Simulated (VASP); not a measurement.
# H20SO12 in VASP: a series of runs

The runs below take H20SO12 through single point, with PBE.

Everything below comes from runs of VASP 6.6.1. Logs are shortened: lines on timing, memory, paths and dates and some standing lists are left out, and cuts for length are marked.

## Step 1: The crystal as given

The cell holds a amorphous, 33 atoms: a = 7.205 Å, b = 7.205 Å, c = 7.205 Å, α = 90.00°, β = 90.00°, γ = 90.00°.

The cell was built by a generator and needn't be a form met in nature.

## Step 2: Single point, PBE

INCAR reads:

```
PREC = Accurate
ENCUT = 520
EDIFF = 1E-6
ISMEAR = -1
SIGMA = 0.05
LREAL = Auto
LASPH = T
NELM = 100
ALGO = Normal
ISIF = 2
LWAVE = F
LCHARG = F
GGA = PE
NBANDS = 71
```

KPOINTS reads:

```
Automatic mesh
0
Gamma
  1 1 1
```

POSCAR reads:

```
H20SO12
1.0
    7.2048320000      0.0000000000      0.0000000000
    0.0000000000      7.2048320000      0.0000000000
    0.0000000000      0.0000000000      7.2048320000
O H S
12 20 1
Direct
    0.3752481668      0.8412965077      0.9681558154
    0.5094497693      1.0114184481      0.3633117330
    0.7651531639      0.1189479505      0.6352403498
    0.9137756439      0.8182147759      0.3559000404
    0.3131787112      0.1748965139      0.8368134052
    0.5662727458      0.6179880391      0.2736635636
    0.1781998525      0.5717274185      0.3284878815
    0.5935044703      0.6276065840      0.7253743044
    0.5973907511      0.2704712615      0.0750607370
    1.1164590652      0.2493881884      0.5065628178
    0.0127136899      0.8045850340      0.7432928346
    0.0993916305      0.5407065703      0.9360662400
    0.3809526718      0.9720143370      0.9142336698
    0.4544033782      0.7692892770      0.8819220212
    0.3860325959      1.0692962723      0.3728747596
    0.4963474513      0.8915960844      0.3029494650
    0.8236833281      0.0009576906      0.6786278986
    0.6600431488      0.0878993431      0.5505610679
    0.8002268478      0.7546046875      0.3330820205
    0.9064749879      0.8927203299      0.4666868013
    0.2453214731      0.2265007706      0.7280669417
    0.3598140803      0.2790627179      0.9027691416
    0.6361286426      0.5790974724      0.1625020542
    0.4308913796      0.6245808369      0.2356196508
    0.1617525572      0.4917949509      0.2196997793
    0.0871776053      0.6749914502      0.3330542614
    0.5413589102      0.5918944397      0.6029980991
    0.7231813316      0.5651068616      0.7258878486
    0.6405423471      0.2422124485     -0.0489393785
    0.5908812308      0.1450693090      0.1426403836
    1.1184299648      0.3807583577      0.4725301020
    0.9891833703      0.2031414473      0.5230101132
    0.0765874902      0.7430291227      0.9266975274
```

Potentials or basis: VASP PAW PBE potentials, release 64 (O, H, S).

Launch:

```bash
> cat potpaw_PBE.64/O/POTCAR potpaw_PBE.64/H/POTCAR potpaw_PBE.64/S/POTCAR > POTCAR
> mpirun -np 1 vasp_gam > vasp.out
```

OUTCAR:

```text
PREC = Accurate
   ENCUT = 520
   EDIFF = 1E-6
   ISMEAR = -1
   LREAL = Auto
   LASPH = T
   NELM = 100
   ISIF = 2
   GGA = PE

 ion  position               nearest neighbor table
   1  0.375  0.841  0.968-  14 0.99  13 1.02  33 2.28
   2  0.509  0.011  0.363-  16 0.97  15 0.98
   3  0.765  0.119  0.635-  18 1.00  17 1.00
   4  0.914  0.818  0.356-  19 0.95  20 0.96
   5  0.313  0.175  0.837-  22 0.95  21 1.00
   6  0.566  0.618  0.274-  23 0.99  24 1.01
   7  0.178  0.572  0.328-  25 0.98  26 0.99
   8  0.594  0.628  0.725-  27 0.99  28 1.04
   9  0.597  0.270  0.075-  29 0.97  30 1.03
  10  0.116  0.249  0.507-  31 0.98  32 0.98
  11  0.013  0.805  0.743-  33 1.47
  12  0.099  0.541  0.936-  33 1.47
  13  0.381  0.972  0.914-   1 1.02
  14  0.454  0.769  0.882-   1 0.99
  15  0.386  0.069  0.373-   2 0.98
  16  0.496  0.892  0.303-   2 0.97
[... 14 lines left out ...]
  31  0.118  0.381  0.473-  10 0.98
  32  0.989  0.203  0.523-  10 0.98
  33  0.077  0.743  0.927-  11 1.47  12 1.47   1 2.28

  LATTYP: Found a simple cubic cell.
 ALAT       =     7.2048320000

  Lattice vectors:

 A1 = (   7.2048320000,   0.0000000000,   0.0000000000)
 A2 = (   0.0000000000,   7.2048320000,   0.0000000000)
 A3 = (   0.0000000000,   0.0000000000,   7.2048320000)

Analysis of symmetry for initial positions (statically):
=====================================================================
 Subroutine PRICEL returns:
 Original cell was already a primitive cell.

 Routine SETGRP: Setting up the symmetry group for a
 simple cubic supercell.

 Subroutine GETGRP returns: Found  1 space group operations
 (whereof  1 operations were pure point group operations)
 out of a pool of 48 trial point group operations.

The static configuration has the point symmetry C_1 .

Analysis of symmetry for dynamics (positions and initial velocities):
=====================================================================
 Subroutine PRICEL returns:
 Original cell was already a primitive cell.

 Routine SETGRP: Setting up the symmetry group for a
 simple cubic supercell.

 Subroutine GETGRP returns: Found  1 space group operations
 (whereof  1 operations were pure point group operations)
 out of a pool of 48 trial point group operations.

The dynamic configuration has the point symmetry C_1 .

 Subroutine INISYM returns: Found  1 space group operations
 (whereof  1 operations are pure point group operations),
 and found     1 'primitive' translations

----------------------------------------------------------------------------------------

                                     Primitive cell

  volume of cell :     374.0000

  direct lattice vectors                    reciprocal lattice vectors
     7.204832000  0.000000000  0.000000000     0.138795742  0.000000000  0.000000000
     0.000000000  7.204832000  0.000000000     0.000000000  0.138795742  0.000000000
     0.000000000  0.000000000  7.204832000     0.000000000  0.000000000  0.138795742

  length of vectors
     7.204832000  7.204832000  7.204832000     0.138795742  0.138795742  0.138795742

  position of ions in fractional coordinates (direct lattice)
     0.375248167  0.841296508  0.968155815
     0.509449769  0.011418448  0.363311733
     0.765153164  0.118947951  0.635240350
     0.913775644  0.818214776  0.355900040
     0.313178711  0.174896514  0.836813405
     0.566272746  0.617988039  0.273663564
[... 25 lines left out ...]
     0.989183370  0.203141447  0.523010113
     0.076587490  0.743029123  0.926697527

  ion indices of the primitive-cell ions
   primitive index   ion index
                 1           1
                 2           2
                 3           3
                 4           4
                 5           5
                 6           6
[... 25 lines left out ...]
                32          32
                33          33

----------------------------------------------------------------------------------------

 KPOINTS: Automatic mesh

Automatic generation of k-mesh.
 Grid dimensions read from file:
 generate k-points for:    1    1    1

 Generating k-lattice:

  Cartesian coordinates                     Fractional coordinates (reciprocal lattice)
     0.138795742  0.000000000  0.000000000     1.000000000  0.000000000  0.000000000
     0.000000000  0.138795742  0.000000000     0.000000000  1.000000000  0.000000000
     0.000000000  0.000000000  0.138795742     0.000000000  0.000000000  1.000000000

  Length of vectors
     0.138795742  0.138795742  0.138795742

  Shift w.r.t. Gamma in fractional coordinates (k-lattice)
     0.000000000  0.000000000  0.000000000

 Subroutine IBZKPT returns following result:
 ===========================================

 Found      1 irreducible k-points:

 Following reciprocal coordinates:
            Coordinates               Weight
  0.000000  0.000000  0.000000      1.000000
   k-points           NKPTS =      1   k-points in BZ     NKDIM =      1   number of bands    NBANDS=     71
   number of dos      NEDOS =    301   number of ions     NIONS =     33
   total plane-waves  NPLWV = 157464
   dimension x,y,z NGX =    54 NGY =   54 NGZ =   54
   dimension x,y,z NGXF=   108 NGYF=  108 NGZF=  108
   ions per type =              12  20   1
   NGX,Y,Z   is equivalent  to a cutoff of  12.46, 12.46, 12.46 a.u.
   NGXF,Y,Z  is equivalent  to a cutoff of  24.92, 24.92, 24.92 a.u.
 SYSTEM =  unknown system
   PREC   = accura    normal or accurate (medium, high low for compatibility)
   ISTART =      0    job   : 0-new  1-cont  2-samecut
   ICHARG =      2    charge: 1-file 2-atom 10-const
   ISPIN  =      1    spin polarized calculation?
   LNONCOLLINEAR =      F non collinear calculations
   LSORBIT =      F    spin-orbit coupling
   LASPH  =      T    aspherical Exc in radial PAW
   ENCUT  =  520.0 eV  38.22 Ry    6.18 a.u.  13.40 13.40 13.40*2*pi/ulx,y,z
   NELM   =    100;   NELMIN=  2; NELMDL= -5     # of ELM steps
   EDIFF  = 0.1E-05   stopping-criterion for ELM
   LREAL  =      T    real-space projection
   EDIFFG = 0.1E-04   stopping-criterion for IOM
   NSW    =      0    number of steps for IOM
   IBRION =     -1    ionic relax: 0-MD 1-quasi-New 2-CG
   NFREE  =      0    steps in history (QN), initial steepest desc. (CG)
   ISIF   =      2    stress and relaxation
   ISYM   =      2    0-nonsym 1-usesym 2-fastsym
   POTIM  = 0.5000    time-step for ionic-motion
   TEBEG  =    0.0;   TEEND  =   0.0 temperature during run
   PSTRESS=    0.0 pullay stress
   NELECT =      98.0000    total number of electrons
   NUPDOWN=      -1.0000    fix difference up-down
   EMIN   =  10.00;   EMAX   =-10.00  energy-range for DOS
   EFERMI =   0.00;   METHOD = LEGACY
   ISMEAR =    -1;   SIGMA  =   0.05  broadening in eV -4-tet -1-fermi 0-gaus
   EFERMI_NEDOS =   21; number of points for ismear=-14 and -15
   IALGO  =     38    algorithm
   IMIX   =      4    mixing-type and parameters
     AMIX     =   0.40;   BMIX     =  1.00
     AMIX_MAG =   1.60;   BMIX_MAG =  1.00
  volume/ion in A,a.u.               =      11.33        76.48
  Fermi-wavevector in a.u.,A,eV,Ry     =   1.047594  1.979666 14.931757  1.097453
  Thomas-Fermi vector in A             =   2.182481
   LORBIT       =      0    0 simple, 1 ext, 2 COOP (PROOUT), +10 PAW based schemes
   GGA     = PE    functional components
   LHFCALC =     F    Hartree Fock is set to
   AEXX    =    0.0000 exact exchange contribution
   IVDW    =     0    specifies the selected vdW correction
   LEPSILON=     F    determine dielectric tensor
   LRPA    =     F    only Hartree local field effects (RPA)
 non-spin polarized calculation
  energy-cutoff  :      520.00
  volume of cell :      374.00
 maximum number of plane-waves:      5030
 NGX is ok and might be reduce to    54
   NGX = 27   NGY = 27   NGZ = 27

 number of electron      98.0000014 magnetization

 Free energy of the ion-electron system (eV)
  ---------------------------------------------------
  ext. energy  EPLUGINS =         0.00000000
  ---------------------------------------------------
  free energy    TOTEN  =      -162.73287977 eV

  energy without entropy =     -162.73287977  energy(sigma->0) =     -162.73287977

 E-fermi :  -2.1209     XC(G=0):  -6.7586

 val. band max:       -3.3627048342   @ k =   0.0000   0.0000   0.0000
 cond. band min:       0.0400226006   @ k =   0.0000   0.0000   0.0000
 fundamental gap:      3.4027274348
 Fermi energy:        -2.1208833172

 k-point     1 :       0.0000    0.0000    0.0000
  band No.  band energies     occupation
      1     -24.7071      2.00000
      2     -22.4859      2.00000
      3     -22.3577      2.00000
      4     -22.2302      2.00000
      5     -22.1673      2.00000
      6     -21.9307      2.00000
[... 53 lines left out ...]
     60       5.6094      0.00000
     61       5.9224      0.00000
 [bands above 61 left out]

------------------------ aborting loop because EDIFF is reached ----------------------------------------

  FORCE on cell =-STRESS in cart. coord.  units (eV):
  Direction    XX          YY          ZZ          XY          YZ          ZX
  --------------------------------------------------------------------------------------
  -------------------------------------------------------------------------------------
  Total       -2.7155726     -0.8750037      0.4422412      2.2100440      1.4321259      0.3968760
  in kB      -11.6332331     -3.7484255      1.8945159      9.4676004      6.1350797      1.7001759
  external PRESSURE =      -4.4957143 kB  Pullay stress =       0.0000000 kB

 VOLUME and BASIS-vectors are now :
 -----------------------------------------------------------------------------
  energy-cutoff  :      520.00
  volume of cell :      374.00
      direct lattice vectors                 reciprocal lattice vectors
     7.204832000  0.000000000  0.000000000     0.138795742  0.000000000  0.000000000
     0.000000000  7.204832000  0.000000000     0.000000000  0.138795742  0.000000000
     0.000000000  0.000000000  7.204832000     0.000000000  0.000000000  0.138795742

 POSITION                                       TOTAL-FORCE (eV/Angst)
 -----------------------------------------------------------------------------------
      2.70360      6.06140      6.97540         0.456763      0.305089     -0.450021
      3.67050      0.08227      2.61760        -0.291582      0.890255      0.106172
      5.51280      0.85700      4.57680         0.366994     -0.576369      0.063265
      6.58360      5.89510      2.56420         1.501012      0.332374     -0.793323
      2.25640      1.26010      6.02910        -0.532024     -0.583803     -0.949964
      4.07990      4.45250      1.97170        -0.484389      0.486627     -0.607330
[... 25 lines left out ...]
      7.12690      1.46360      3.76820        -0.154108      0.456618      0.116877
      0.55180      5.35340      6.67670        -0.553071     -0.324598     -0.076810
 -----------------------------------------------------------------------------------
    total drift:                                0.001443     -0.006775      0.001651

  FREE ENERGIE OF THE ION-ELECTRON SYSTEM (eV)
  ---------------------------------------------------
  free  energy   TOTEN  =      -162.7328797733 eV

  energy  without entropy=     -162.7328797733  energy(sigma->0) =     -162.73287977
```

Wall time 48 s (1 thread of AMD EPYC 7R13 (Zen 3), shared host); peak memory 0.34 GiB.

Results:

| Property | Result |
| --- | --- |
| Free energy | -162.7329 eV |
| Pressure | -0.4 GPa |
| Largest force | 2.465 eV/Å |
| Band gap on the k mesh | 3.40 eV, direct |

Forces in eV/Å, atoms in the order of the input:
```
O    0.457  0.305 -0.450
O   -0.292  0.890  0.106
O    0.367 -0.576  0.063
O    1.501  0.332 -0.793
O   -0.532 -0.584 -0.950
O   -0.484  0.487 -0.607
O    1.024 -0.545  0.161
O    1.823 -1.292 -0.610
O   -0.026 -1.239  0.850
O    0.613 -0.849  0.367
O    0.112  0.230  0.061
O    0.181  0.329  0.047
H   -0.650 -0.091  0.078
H    0.145 -0.332 -0.053
H    0.178 -0.266  0.003
H   -0.061 -0.459 -0.028
H   -0.677  0.770 -0.019
H    0.406 -0.274  0.242
H   -1.406 -0.364  0.213
H   -0.220  0.035  0.254
H   -0.136 -0.491 -0.086
H    0.531  0.852  0.872
H   -0.683 -0.306  0.496
H    1.114 -0.326  0.534
H   -0.386  0.535  0.037
H   -0.458 -0.031 -0.178
H    0.333  0.212  0.538
H   -2.209  1.094 -0.029
H    0.275 -0.242 -0.380
H    0.066  1.697 -0.518
H   -0.199  0.365 -0.259
H   -0.154  0.457  0.117
S   -0.553 -0.325 -0.077
```

Stress tensor (GPa, compression positive):
```
-1.16  0.95  0.17
 0.95 -0.37  0.61
 0.17  0.61  0.19
```

Levels at points of the mesh, in eV from the valence-band top:
```csv
k point,band 46,band 47,band 48,band 49,band 50,band 51,band 52,band 53
"(0.00, 0.00, 0.00)",-0.37,-0.30,-0.18,0.00,3.40,4.71,6.87,7.21
```

A hybrid or GW would open this gap; PBE tends to underestimate it.

## Step 3: Single point, PBE

INCAR reads:

```
SYSTEM = H20SO12
ALGO     = Normal         ! electronic algorithm
EDIFF    = 1E-7           ! SCF threshold, eV
ENCUT    = 520            ! plane-wave cutoff, eV
GGA      = PE             ! functional
ISIF     = 2              ! what is computed and relaxed
ISMEAR   = -1             ! smearing method
LASPH    = .True.         ! aspherical terms in the spheres
LCHARG   = .True.         ! write CHGCAR
LELF     = .True.         ! ELF
LREAL    = Auto         
LVHAR    = .True.       
LWAVE    = .False.        ! write WAVECAR
NBANDS   = 71             ! bands
NELM     = 100            ! most SCF steps
PREC     = Accurate       ! precision mode
SIGMA    = 0.05           ! smearing width, eV
```

KPOINTS reads:

```
k-points
0
Gamma
  1 1 1
  0 0 0
```

POSCAR reads:

```
H20SO12
1.0
    7.2048320000      0.0000000000      0.0000000000
    0.0000000000      7.2048320000      0.0000000000
    0.0000000000      0.0000000000      7.2048320000
O H S
12 20 1
Direct
    0.3561915115      0.8149947147      0.8768282175
    0.4605797887      1.0294480149      0.3740406438
    0.7657361060      0.1088852592      0.6538112200
    0.9143724656      0.8611165396      0.3245183233
    0.3142474384      0.1574082505      0.8302900054
    0.5615814498      0.6063430764      0.3189664936
    0.1904555165      0.5822064970      0.3602027084
    0.6057323752      0.6316316605      0.6866225333
    0.6175300132      0.2628930140      0.0841657377
    1.1427053400      0.2454463893      0.5400958690
    0.0075366088      0.7887484399      0.7396147474
    0.0974901288      0.5413866694      0.9565386119
    0.3401883625      0.9519861115      0.8468344578
    0.4285734907      0.7431540388      0.7803790567
    0.3689329605      1.1276043633      0.3805640437
    0.4225497555      0.9504454788      0.2771889754
    0.8440863021     -0.0062319288      0.6542137277
    0.6624720743      0.0781558821      0.5656759242
    0.7930927466      0.8125796688      0.3187166613
    0.9095423738      0.9605636884      0.4140276970
    0.2479863514      0.2211848937      0.7309538932
    0.3671424955      0.2319276841      0.9236995394
    0.6161698149      0.5428856634      0.2139675151
    0.4315853583      0.6244975594      0.3171760285
    0.1493025792      0.5229545949      0.2404219835
    0.0862893125      0.6735618540      0.3748317796
    0.6016240212      0.6049689986      0.5513522036
    0.7308567361      0.6609453211      0.7476926596
    0.6788638514      0.2293183241     -0.0307293772
    0.5951700192      0.1553124348      0.1560896909
    1.1427886174      0.3703764363      0.4821902856
    1.0109049038      0.2200051299      0.5694234092
    0.0800157450      0.7440284520      0.9273776266
```

Potentials or basis: VASP PAW PBE potentials, release 64 (O, H, S).

Launch:

```bash
> cat potpaw_PBE.64/O/POTCAR potpaw_PBE.64/H/POTCAR potpaw_PBE.64/S/POTCAR > POTCAR
> mpirun -np 1 vasp_gam > vasp.out
```

It took 54 s on 1 thread of AMD EPYC 7R13 (Zen 3), shared host; peak memory 0.36 GiB.

It converged, with:

```yaml
Free_energy: -162.8290 eV
Pressure: 0.7 GPa
Largest_force: 2.846 eV/Å
Band_gap_on_the_k_mesh: 4.02 eV, direct
```

Forces in eV/Å, atoms in the order of the input:
```
O   -0.279 -0.430  0.713
O    1.019  0.987  0.958
O    0.282 -0.961 -0.917
O    1.793  0.118 -0.323
O   -0.018 -1.840 -0.004
O    2.693  0.587  0.710
O   -1.281 -0.374 -1.026
O    0.685  0.367  1.562
O    0.022  1.844 -0.809
O   -0.657  0.137 -0.465
O   -0.361 -0.014  0.410
O   -0.100  0.581  0.269
H    0.206  0.484 -0.318
H    0.321 -0.064 -0.006
H   -0.516  0.135  0.307
H   -0.581 -1.229 -1.138
H   -0.644  0.554  0.643
H    0.480  0.272  0.631
H   -1.905 -0.782 -0.003
H    0.072  0.374  0.147
H   -0.326  0.571 -0.550
H    0.669  1.279  0.947
H   -0.654 -0.567 -0.245
H   -1.971 -0.227 -0.543
H    0.576  0.448  0.513
H    0.487  0.078  0.231
H    0.878  0.157  0.135
H   -1.635 -0.535 -1.798
H    0.148 -0.286 -0.231
H   -0.056 -1.294  0.936
H    0.139  0.192  0.162
H    0.147  0.093 -0.018
S    0.366 -0.655 -0.879
```

Stress tensor (GPa, compression positive):
```
 0.20  0.30  0.02
 0.30  1.15 -0.21
 0.02 -0.21  0.83
```

Levels at points of the mesh, in eV from the valence-band top:
| k point | band 47 | band 48 | band 49 | band 50 | band 51 | band 52 |
| --- | --- | --- | --- | --- | --- | --- |
| (0.00, 0.00, 0.00) | -0.43 | -0.33 | 0.00 | 4.02 | 4.69 | 6.78 |
